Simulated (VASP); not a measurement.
## Al2Cu (Khatyrkite): structure and properties in VASP

Wanted: the relaxed cell of Al2Cu (Khatyrkite) and its properties. The steps: relaxing cell and atoms (PBE), single point with fields (PBE), bands along the symmetry lines (PBE), total and projected DOS (PBE), electric field gradients (PBE), volume scan with PBE and fit for PBE. The start is a cell from a database of measured crystal structures.

Calculated with VASP 6.6.1; PBE; plane waves and PAW (Al, Cu).

Most raw output is cut from this account.

## 1. Starting point

Before any relaxation, the start is as follows. The structure is tetragonal, space group I4/mcm (No. 140). The conventional cell has a = 6.067 Å, b = 6.067 Å, c = 4.877 Å, α = 90.00°, β = 90.00°, γ = 90.00°. Nearest to Al lie 4 Cu at 2.59 Å and 1 Al at 2.71 Å. Cu has 2 Cu at 2.44 Å and 8 Al at 2.59 Å nearest. Farther neighbours are not listed.

As a file:

```cif
data_structure
_symmetry_space_group_name_H-M 'I4/mcm'
_symmetry_Int_Tables_number 140
_cell_length_a 6.0670
_cell_length_b 6.0670
_cell_length_c 4.8770
_cell_angle_alpha 90.000
_cell_angle_beta 90.000
_cell_angle_gamma 90.000
_cell_volume 179.52
loop_
_atom_site_label
_atom_site_type_symbol
_atom_site_symmetry_multiplicity
_atom_site_Wyckoff_symbol
_atom_site_fract_x
_atom_site_fract_y
_atom_site_fract_z
_atom_site_occupancy
Al1 Al 8 h 0.15810 0.65810 0.50000 1
Cu1 Cu 4 a 0.00000 0.00000 0.75000 1
```

## 2. Relaxing cell and atoms (PBE)

Properties are meant for the cell that this level of theory prefers, so cell and atoms are relaxed first (ISIF = 3) until forces and stress are small; EDIFFG sets the threshold. PBE, the usual starting point, adds the gradient of the density.

Contents of INCAR:

```
SYSTEM = Al2Cu
PREC = Accurate
ENCUT = 400
EDIFF = 1E-06
NELM = 100
ISMEAR = 1
SIGMA = 0.2
LREAL = .FALSE.
ALGO = Normal
GGA = PE
NBANDS = 23
LASPH = .TRUE.
LORBIT = 11
LWAVE = .FALSE.
LCHARG = .FALSE.
KPAR = 4
IBRION = 2
NSW = 60
ISIF = 3
EDIFFG = -0.01
```

Contents of POSCAR:

```
Al2Cu
1.0
   -3.0335000000      3.0335000000      2.4385000000
    3.0335000000     -3.0335000000      2.4385000000
    3.0335000000      3.0335000000     -2.4385000000
Al Cu
4 2
Direct
    0.6581000000      0.1581000000      0.8162000000
    0.1581000000      0.3419000000      0.5000000000
    0.3419000000      0.8419000000      0.1838000000
    0.8419000000      0.6581000000      0.5000000000
    0.2500000000      0.2500000000      0.0000000000
    0.7500000000      0.7500000000      0.0000000000
```

Contents of KPOINTS:

```
Automatic mesh
0
Gamma
6 6 6
0 0 0
```

The projector-augmented-wave data sets are Al and Cu (PBE family, release 64).

Run with:

```console
mpirun -np 4 vasp_std
```

It took 28 s on 4 MPI ranks of Intel Xeon 6975P-C (Granite Rapids), shared host; peak memory 0.81 GiB; 1.8 min of CPU time.

The k-mesh is coarse for a metal. The run keeps the 16 symmetry operations of its start, so it cannot find a distortion of lower symmetry.

The steps of the relaxation:

| step | energy less that of the first step (eV) | largest force (eV/Å) | pressure (GPa) | volume (Å³) |
| --- | --- | --- | --- | --- |
| 1 | 0.0000 | 0.0249 | -0.48 | 89.76 |
| 2 | -0.0058 | 0.0339 | 0.30 | 89.17 |
| 3 | -0.0060 | 0.0358 | 0.35 | 89.07 |
| 4 | -0.0060 | 0.0361 | 0.36 | 89.04 |
| 5 | -0.0068 | 0.0295 | -0.02 | 89.40 |
| 6 | -0.0068 | 0.0290 | -0.10 | 89.44 |
| 7 | -0.0068 | 0.0291 | -0.13 | 89.43 |
| 8 | -0.0068 | 0.0294 | -0.09 | 89.41 |
| 9 | -0.0069 | 0.0148 | 0.03 | 89.38 |
| 10 | -0.0070 | 0.0038 | 0.05 | 89.36 |

| conventional cell, symmetrised | before | after | change |
| --- | --- | --- | --- |
| a (Å) | 6.067 | 6.027 | -0.7 % |
| b (Å) | 6.067 | 6.027 | -0.7 % |
| c (Å) | 4.877 | 4.920 | +0.9 % |
| volume (Å³/atom) | 14.96 | 14.89 | -0.4 % |

Final coordinates:

```xyz
6
Lattice="-3.0135 3.0135 2.4600 3.0135 -3.0135 2.4600 3.0135 3.0135 -2.4600" Properties=species:S:1:pos:R:3 pbc="T T T"
Al    0.9578    3.9713    0.0000
Al    2.0557    0.9578    0.0000
Al    2.0557   -0.9578    2.4600
Al    0.9578    2.0557    2.4600
Cu    0.0000    0.0000    1.2300
Cu    0.0000    0.0000    3.6901
```

Numbers from this step:

| Quantity | Value |
| --- | --- |
| electrons | 34 |
| bands | 23 |
| irreducible k-points | 30 |
| symmetry operations | 16 |
| free energy (TOTEN) | -23.44 eV |
| energy at zero smearing | -23.44 eV |
| Fermi energy | 7.812 eV |
| pressure | 0.05156 GPa |
| metallic | yes |
| SCF cycles over all ionic steps | 64 |

It ends with a largest force of 0.004 eV/Å and a pressure of 0.05 GPa. The volume lies -0.4 % from that of the database's start, which holds the thermal and zero-point expansion of its experiment.

## 3. Single point with fields (PBE)

The relaxed cell gets a fresh self-consistent run, on a basis set for its own volume, to fix the density and to check the remaining stress.

INCAR: that of step 2 with these lines changed.

```diff
@@ -14,7 +14,5 @@
 LWAVE = .FALSE.
-LCHARG = .FALSE.
-KPAR = 4
-IBRION = 2
-NSW = 60
-ISIF = 3
-EDIFFG = -0.01
+LCHARG = .TRUE.
+ISIF = 2
+LELF = .TRUE.
+LVHAR = .TRUE.
```

Contents of POSCAR:

```
Al2Cu
1.0
   -3.0135207869      3.0135207869      2.4600488061
    3.0135207869     -3.0135207869      2.4600488061
    3.0135207869      3.0135207869     -2.4600488061
Al Cu
4 2
Direct
    0.6589157352      0.1589157352      0.8178314704
    0.1589157352      0.3410842648      0.5000000000
    0.3410842648      0.8410842648      0.1821685296
    0.8410842648      0.6589157352      0.5000000000
    0.2500000000      0.2500000000      0.0000000000
    0.7500000000      0.7500000000      0.0000000000
```

KPOINTS is that of step 2.

Run with:

```console
mpirun -np 4 vasp_std
```

Wall time 6.6 s (4 MPI ranks); peak memory 0.51 GiB; 24 s of CPU time.

Numbers from this step:

| Item | Value |
| --- | --- |
| SCF cycles | 16 |
| bands | 24 |
| pressure | 0.06304 GPa |

Valence electrons inside each PAW sphere by angular momentum. Sphere charges, by row:

| atom | s (e) | p (e) | d (e) | tot (e) |
| --- | --- | --- | --- | --- |
| Al1 | 0.42 | 0.338 | 0 | 0.759 |
| Al2 | 0.42 | 0.338 | 0 | 0.759 |
| Al3 | 0.42 | 0.338 | 0 | 0.759 |
| Al4 | 0.42 | 0.338 | 0 | 0.759 |
| Cu5 | 0.494 | 0.513 | 9.119 | 10.13 |
| Cu6 | 0.494 | 0.513 | 9.119 | 10.13 |

ELF in the ab plane of the conventional cell at fractional z = 0.000, with atoms of Al within 0.2 Å of it. It is the smooth field of the valence electrons, not physical close to the nuclei.

Ten even steps from '0' (0.02) to '9' (0.86), each cell a mean:
```
33565358997545443
34564115874334554
54552002553234665
54442013543333466
54333356654431124
54224566545640014
76334554445662037
98644443334664479
99656543234555579
97325654334444468
63003664455543246
52002554566543234
55322344554223444
66653324531014554
45654235651015654
34444457885236643
23455568997556543
```
Columns run along a (6.0 Å), rows up along b (6.0 Å), edges of the conventional cell, whose origin can differ from the input's. Atoms in or near the plane, at fractional coordinates: Al at (0.66, 0.16), Al at (0.84, 0.66), Al at (0.34, 0.84), Al at (0.16, 0.34).

Electrostatic potential energy in the ab plane of the conventional cell at fractional z = 0.000, with atoms of Al within 0.2 Å of it. With pseudopotentials it is smooth inside the atoms' cores, unlike the true potential.

Ten even steps from '_' (-90 eV) to '@' (1 eV), each cell a mean:
```
@@@@@@@@%%****%%@@@@@@@@@@@@@@@@@@
@@@@@@%%++::..++%%@@@@@@@@@@@@@@@@
@@@@@@%%==____--%%@@@@@@@@@@@@@@@@
@@@@@@%%**::::++%%@@@@@@@@######@@
@@@@@@@@%%####%%@@@@@@@@##==..--##
@@@@@@@@@@@@@@@@@@@@@@@@**..__..**
@@@@@@@@@@@@@@@@@@@@@@@@##--..--##
@@@@@@@@@@@@@@@@@@@@@@@@@@##**##%%
@@@@%%%%@@@@@@@@@@@@@@@@@@@@@@@@@@
@@##====##@@@@@@@@@@@@@@@@@@@@@@@@
%%==____==%%@@@@@@@@@@@@@@@@@@@@@@
%%==____++%%@@@@@@@@%%%%%%@@@@@@@@
@@##====##@@@@@@@@%%++==**%%@@@@@@
@@@@%%%%@@@@@@@@@@**::__::##@@@@@@
@@@@@@@@@@@@@@@@@@**..__::##@@@@@@
@@@@@@@@@@@@@@@@@@%%++--++%%@@@@@@
@@@@@@@@@@@@@@@@@@@@%%%%%%@@@@@@@@
```
Columns run along a (6.0 Å; values clipped at the 3rd and 97th percentile), rows up along b (6.0 Å), edges of the conventional cell, whose origin can differ from the input's. Atoms in or near the plane, at fractional coordinates: Al at (0.66, 0.16), Al at (0.84, 0.66), Al at (0.34, 0.84), Al at (0.16, 0.34).

Valence density in the ab plane of the conventional cell at fractional z = 0.000, with atoms of Al within 0.2 Å of it. It is the smooth field of the valence electrons, not physical close to the nuclei.

Ten even steps from '_' (0.01 e/Å³) to '@' (0.32 e/Å³), each cell a mean:
```
@@%%####**++++######++++==++**##@@
%%######++::::++**++==--====**##%%
********--____--++++----==++**####
++++++++==::::==++==========++****
++========++++****++==++==--::--++
++==----==++######******++::__..++
**++==--==++**##%%######**--..--**
##**++==++++##%%@@@@%%##**++==**##
%%##**++****##%%@@@@%%****++++**##
##**==--++####%%%%%%##**++====++**
**==__..==******######**++==--==++
++--....--++++++**####**++==----==
**++==--========++**++--========++
**##**++====--==++++::__::++++++++
####**++==----==**++::__::++##**##
%%%%**++======++####++--==**####%%
@@%%##**++++**######**++++**##%%@@
```
Columns run along a (6.0 Å), rows up along b (6.0 Å), edges of the conventional cell, whose origin can differ from the input's. Atoms in or near the plane, at fractional coordinates: Al at (0.66, 0.16), Al at (0.84, 0.66), Al at (0.34, 0.84), Al at (0.16, 0.34).

In this run the pressure is 0.06 GPa, small enough to go on.

## 4. Bands along the symmetry lines (PBE)

The mesh alone shows little of the dispersion and can miss band extrema, so KPOINTS_OPT adds a path through the symmetry points after the self-consistent cycle.

Contents of INCAR:

```
SYSTEM = Al2Cu
PREC = Accurate
ENCUT = 400
EDIFF = 1E-06
NELM = 100
ISMEAR = 1
SIGMA = 0.2
LREAL = .FALSE.
ALGO = Normal
GGA = PE
NBANDS = 33
LASPH = .TRUE.
LORBIT = 11
LWAVE = .FALSE.
LCHARG = .FALSE.
KPAR = 4
```

POSCAR is that of step 3.

KPOINTS is that of step 3.

Contents of KPOINTS_OPT:

```
Line mode
16
Line-mode
Reciprocal
  0.00000000   0.00000000   0.00000000 GAMMA
  0.00000000   0.00000000   0.50000000 X

  0.00000000   0.00000000   0.50000000 X
 -0.50000000   0.50000000   0.50000000 M

 -0.50000000   0.50000000   0.50000000 M
  0.00000000   0.00000000   0.00000000 GAMMA

  0.00000000   0.00000000   0.00000000 GAMMA
  0.41660156   0.41660156  -0.41660156 Z

  0.41660156   0.41660156  -0.41660156 Z
  0.25000000   0.25000000   0.25000000 P

  0.25000000   0.25000000   0.25000000 P
  0.00000000   0.50000000   0.00000000 N

  0.00000000   0.50000000   0.00000000 N
 -0.41660156   0.58339844   0.41660156 Z1

 -0.41660156   0.58339844   0.41660156 Z1
 -0.50000000   0.50000000   0.50000000 M

  0.00000000   0.00000000   0.50000000 X
  0.25000000   0.25000000   0.25000000 P
```

Run with:

```console
mpirun -np 4 vasp_std
```

It took 20 s on 4 MPI ranks; peak memory 0.92 GiB; 77 s of CPU time.

Numbers from this step:

- SCF cycles: 15
- bands: 33
- pressure: 0.03270 GPa

The electronic bands at the labelled points (eV, zero at the Fermi level; # counts the bands kept):

| point | #13 | #14 | #15 | #16 | #17 | #18 | #19 | #20 |
| --- | --- | --- | --- | --- | --- | --- | --- | --- |
| Γ | -2.69 | -1.71 | -1.27 | -1.07 | -1.07 | -0.68 | -0.23 | 0.24 |
| 0.47 of the way | -2.16 | -2.02 | -2.02 | -1.10 | -0.77 | -0.74 | 1.79 | 1.92 |
| X | -2.77 | -2.67 | -1.20 | -1.11 | -0.82 | -0.59 | 1.03 | 1.50 |
| 0.47 of the way | -3.09 | -3.08 | -2.55 | -1.94 | 0.30 | 0.51 | 3.76 | 3.87 |
| M | -3.15 | -3.09 | -3.09 | -1.71 | 2.67 | 3.11 | 3.11 | 3.50 |
| 0.47 of the way | -3.09 | -3.09 | -1.85 | -1.42 | 0.32 | 0.60 | 1.71 | 2.25 |
| Γ | -2.69 | -1.71 | -1.27 | -1.07 | -1.07 | -0.68 | -0.23 | 0.24 |
| 0.47 of the way | -2.84 | -2.84 | -2.62 | -1.22 | -1.22 | -1.03 | 0.04 | 4.94 |
| Z | -3.12 | -3.12 | -3.12 | -1.08 | 1.75 | 2.02 | 2.02 | 2.29 |
| 0.47 of the way | -3.30 | -2.51 | -2.33 | -2.17 | 1.04 | 1.15 | 1.16 | 4.36 |
| P | -3.58 | -3.58 | 0.62 | 0.62 | 0.96 | 0.96 | 2.09 | 2.09 |
| 0.53 of the way | -3.36 | -3.36 | -1.15 | -1.15 | 0.56 | 0.56 | 3.03 | 3.03 |
| N | -2.90 | -2.90 | -2.43 | -2.43 | 0.43 | 0.43 | 4.25 | 4.25 |
| 0.47 of the way | -3.20 | -3.07 | -2.25 | -1.32 | -0.81 | 1.21 | 2.59 | 2.99 |
| Z1 | -3.12 | -3.12 | -3.12 | -1.08 | 1.75 | 2.02 | 2.02 | 2.29 |
| 0.47 of the way | -3.14 | -3.10 | -3.10 | -1.55 | 2.33 | 2.68 | 2.68 | 2.92 |
| M | -3.15 | -3.09 | -3.09 | -1.71 | 2.67 | 3.11 | 3.11 | 3.50 |
| jump to X | -2.77 | -2.67 | -1.20 | -1.11 | -0.82 | -0.59 | 1.03 | 1.50 |
| 0.47 of the way | -3.27 | -3.25 | -0.60 | -0.56 | 0.89 | 1.21 | 1.36 | 1.70 |
| P | -3.58 | -3.58 | 0.62 | 0.62 | 0.96 | 0.96 | 2.09 | 2.09 |

Of the projections kept (Al, Cu), the largest for each band there; the rest of the weight can lie on other orbitals:

| point | #13 | #14 | #15 | #16 | #17 | #18 | #19 | #20 |
| --- | --- | --- | --- | --- | --- | --- | --- | --- |
| Γ | Al 0.56 | Cu 0.66 | Cu 0.73 | Al 0.62 | Al 0.62 | Cu 0.54 | Al 0.64 | Al 0.50 |
| X | Cu 0.54 | Al 0.72 | Cu 0.59 | Al 0.52 | Al 0.71 | Cu 0.88 | Al 0.51 | Cu 0.73 |
| M | Cu 0.95 | Cu 1.00 | Cu 1.00 | Cu 0.94 | Cu 0.51 | Cu 0.66 | Cu 0.66 | Al 0.60 |
| Γ | Al 0.56 | Cu 0.66 | Cu 0.73 | Al 0.62 | Al 0.62 | Cu 0.54 | Al 0.64 | Al 0.50 |
| Z | Cu 0.95 | Cu 1.00 | Cu 1.00 | Cu 0.80 | Cu 0.56 | Cu 0.58 | Cu 0.58 | Al 0.68 |
| P | Cu 0.97 | Cu 0.97 | Al 0.74 | Al 0.74 | Cu 0.71 | Cu 0.71 | Cu 0.54 | Cu 0.54 |

There is no gap at this level.

Of the bands kept, 5 cross the Fermi level on this path.

## 5. Total and projected DOS (PBE)

Here the states are counted by energy and projected on the atoms. The mesh is finer than in the run before.

INCAR: that of step 4 with these lines changed.

```diff
@@ -5,3 +5,3 @@
 NELM = 100
-ISMEAR = 1
+ISMEAR = -5
 SIGMA = 0.2
@@ -16 +16,2 @@
 KPAR = 4
+NEDOS = 2001
```

POSCAR is that of step 4.

Contents of KPOINTS:

```
Automatic mesh
0
Gamma
9 9 9
0 0 0
```

Run with:

```console
mpirun -np 4 vasp_std
```

Elapsed: 16 s, on 4 MPI ranks; peak memory 1 GiB; 61 s of CPU time.

With tetrahedra the forces and stress of a metal are not exact derivatives of the energy.

Numbers from this step:

| Property | Result |
| --- | --- |
| SCF cycles | 16 |
| irreducible k-points | 75 |
| free energy (TOTEN) | -23.38 eV |
| Fermi energy | 7.939 eV |
| pressure | -0.07584 GPa |
| DOS at the Fermi level | 2.464 states/eV/cell |

The density of states has structure finer than the step of the table below, so its rows give means over 0.5 eV, whole bins alone (the curve runs from -12.0 to 6.40 eV). Peaks (eV: height): total -4.45: 9.91, -4.02: 23.3, -3.24: 13.5; Cu d -4.02: 19.9, -3.24: 11.6; Al p -4.02: 0.350, 2.50: 0.352, 4.55: 0.363, 5.41: 0.455; Al s -5.23: 0.378, -4.88: 0.228, 3.49: 0.266, 5.33: 0.247; Cu s -5.23: 0.186, -4.45: 0.234, -4.02: 0.150, 2.50: 0.140.

States under -12.0 eV and over 6.4 eV are left out. Density of states against energy, zero at the Fermi level; means over each step; values in states/eV/cell:

| energy (eV) | total | Cu d | Al p | Al s | Cu s |
| --- | --- | --- | --- | --- | --- |
| -11.0 | 1.1e-4 | 0 | 0 | 2.3e-5 | 1.7e-5 |
| -10.5 | 0.218 | 0 | 0.00107 | 0.0437 | 0.0321 |
| -10.0 | 0.499 | 3.9e-4 | 0.00572 | 0.0969 | 0.0709 |
| -9.5 | 0.677 | 0.00181 | 0.0126 | 0.126 | 0.0927 |
| -9.0 | 0.875 | 0.00527 | 0.0230 | 0.153 | 0.121 |
| -8.5 | 1.01 | 0.0100 | 0.0328 | 0.169 | 0.131 |
| -8.0 | 0.956 | 0.0166 | 0.0358 | 0.161 | 0.102 |
| -7.5 | 1.26 | 0.0440 | 0.0544 | 0.204 | 0.109 |
| -7.0 | 1.41 | 0.0872 | 0.0683 | 0.214 | 0.113 |
| -6.5 | 1.61 | 0.163 | 0.0808 | 0.230 | 0.109 |
| -6.0 | 2.04 | 0.382 | 0.100 | 0.256 | 0.108 |
| -5.5 | 3.26 | 1.19 | 0.136 | 0.296 | 0.139 |
| -5.0 | 5.42 | 3.36 | 0.149 | 0.230 | 0.152 |
| -4.5 | 8.10 | 5.96 | 0.205 | 0.109 | 0.171 |
| -4.0 | 15.3 | 12.9 | 0.226 | 0.0783 | 0.119 |
| -3.5 | 7.71 | 6.16 | 0.130 | 0.110 | 0.0546 |
| -3.0 | 5.16 | 3.35 | 0.189 | 0.144 | 0.0661 |
| -2.5 | 1.84 | 0.669 | 0.140 | 0.0873 | 0.0351 |
| -2.0 | 2.70 | 0.744 | 0.245 | 0.133 | 0.0560 |
| -1.5 | 2.04 | 0.477 | 0.204 | 0.110 | 0.0395 |
| -1.0 | 2.15 | 0.333 | 0.259 | 0.114 | 0.0467 |
| -0.5 | 2.47 | 0.374 | 0.277 | 0.185 | 0.0619 |
| 0.0 | 2.19 | 0.288 | 0.260 | 0.154 | 0.0520 |
| 0.5 | 1.51 | 0.178 | 0.188 | 0.101 | 0.0336 |
| 1.0 | 1.81 | 0.198 | 0.230 | 0.113 | 0.0326 |
| 1.5 | 1.57 | 0.204 | 0.162 | 0.128 | 0.0505 |
| 2.0 | 2.06 | 0.254 | 0.201 | 0.167 | 0.102 |
| 2.5 | 2.94 | 0.304 | 0.308 | 0.218 | 0.129 |
| 3.0 | 2.62 | 0.245 | 0.284 | 0.213 | 0.100 |
| 3.5 | 2.77 | 0.232 | 0.320 | 0.241 | 0.0896 |
| 4.0 | 2.35 | 0.180 | 0.287 | 0.194 | 0.0761 |
| 4.5 | 2.68 | 0.187 | 0.337 | 0.213 | 0.0896 |
| 5.0 | 2.51 | 0.160 | 0.326 | 0.197 | 0.0806 |
| 5.5 | 3.07 | 0.188 | 0.428 | 0.221 | 0.0857 |
| 6.0 | 2.74 | 0.148 | 0.399 | 0.182 | 0.0813 |

The finer mesh and the other smearing move the Fermi level by +0.13 eV from the 6×6×6 run, one measure of the sampling error in the zero of the bands above.

## 6. Electric field gradients (PBE)

Field gradients probe how far the charge around each nucleus departs from cubic symmetry; LASPH keeps the non-spherical terms inside the spheres.

Contents of INCAR:

```
SYSTEM = Al2Cu
PREC = Accurate
ENCUT = 400
EDIFF = 1E-07
NELM = 100
ISMEAR = 1
SIGMA = 0.2
LREAL = .FALSE.
ALGO = Normal
GGA = PE
NBANDS = 23
LASPH = .TRUE.
LORBIT = 11
LWAVE = .FALSE.
LCHARG = .FALSE.
KPAR = 4
LEFG = .TRUE.
```

POSCAR is that of step 5.

Contents of KPOINTS:

```
Automatic mesh
0
Gamma
6 6 6
0 0 0
```

Run with:

```console
mpirun -np 4 vasp_std
```

Elapsed: 6.6 s, on 4 MPI ranks; peak memory 0.74 GiB.

Numbers from this step:

```
bands                : 23
irreducible k-points : 30
free energy (TOTEN)  : -23.44 eV
Fermi energy         : 7.812 eV
pressure             : -0.08714 GPa
```

Electric field gradients, by row:

| atom | Vxx (V/Å²) | Vyy (V/Å²) | Vzz (V/Å²) | asymmetry |
| --- | --- | --- | --- | --- |
| Al1 | 5.717 | 1.695 | -7.412 | 0.543 |
| Al2 | 5.717 | 1.696 | -7.413 | 0.542 |
| Al3 | 5.717 | 1.695 | -7.412 | 0.543 |
| Al4 | 5.717 | 1.696 | -7.413 | 0.542 |
| Cu5 | 14.21 | 14.19 | -28.39 | 0.001 |
| Cu6 | 14.21 | 14.19 | -28.39 | 0.001 |

The largest gradient, -28.39 V/Å², sits on Cu5 and like sites; times the quadrupole moment of a nucleus that has one, it gives the coupling that NMR and NQR see.

## 7. Volume scan with PBE, volume scale 0.94

An equation of state needs energies on both sides of the minimum, all on one mesh and cutoff.

INCAR: that of step 6 with these lines changed.

```diff
@@ -3,3 +3,3 @@
 ENCUT = 400
-EDIFF = 1E-07
+EDIFF = 1E-06
 NELM = 100
@@ -16,2 +16,2 @@
 KPAR = 4
-LEFG = .TRUE.
+ISIF = 2
```

POSCAR: that of step 6 with these lines changed.

```diff
@@ -2,5 +2,5 @@
 1.0
-   -3.0135207869      3.0135207869      2.4600488061
-    3.0135207869     -3.0135207869      2.4600488061
-    3.0135207869      3.0135207869     -2.4600488061
+   -2.9520031012      2.9520031012      2.4098296372
+    2.9520031012     -2.9520031012      2.4098296372
+    2.9520031012      2.9520031012     -2.4098296372
 Al Cu
```

KPOINTS is that of step 6.

Run with:

```console
mpirun -np 4 vasp_std
```

Wall time 6.2 s (4 MPI ranks); peak memory 0.74 GiB; 23 s of CPU time.

The scan keeps the cell's shape and the fractional positions fixed.

Numbers from this step:

| Property | Result |
| --- | --- |
| SCF cycles | 15 |
| free energy (TOTEN) | -23.32 eV |
| energy at zero smearing | -23.32 eV |
| Fermi energy | 8.561 eV |
| pressure | 7.046 GPa |

The pressure here is 7.05 GPa.

## 8. Volume scan with PBE, volume scale 0.96

INCAR is that of step 7.

POSCAR: that of step 7 with these lines changed.

```diff
@@ -2,5 +2,5 @@
 1.0
-   -2.9520031012      2.9520031012      2.4098296372
-    2.9520031012     -2.9520031012      2.4098296372
-    2.9520031012      2.9520031012     -2.4098296372
+   -2.9727925404      2.9727925404      2.4268008276
+    2.9727925404     -2.9727925404      2.4268008276
+    2.9727925404      2.9727925404     -2.4268008276
 Al Cu
```

KPOINTS is that of step 7.

Run with:

```console
mpirun -np 4 vasp_std
```

Elapsed: 6.6 s, on 4 MPI ranks; peak memory 0.74 GiB.

This step gave:

```yaml
scf_cycles: 16
free_energy_toten: -23.39 eV
energy_at_zero_smearing: -23.39 eV
fermi_energy: 8.300 eV
pressure: 4.373 GPa
```

The pressure falls from 7.05 to 4.37 GPa.

The run ends at a pressure of 4.37 GPa, with forces up to 0.015 eV/Å.

(Continued in part 2 of 2.)

[Lines on the potential files, build, host, timing and source positions are cut from VASP's logs without a mark.]

[Logs are printed without paths, hosts, clocks, repeated set-up lines and the standing remarks that a program may print on its own settings, such as how far it seeks lower states.]

[Hosts, paths, dates, database ids (printed as entryN), source tags and the programs' standing remarks are cut or masked in the printed files.]

[A measured line is paired with the nearest computed mode of its activity, which favours agreement.]
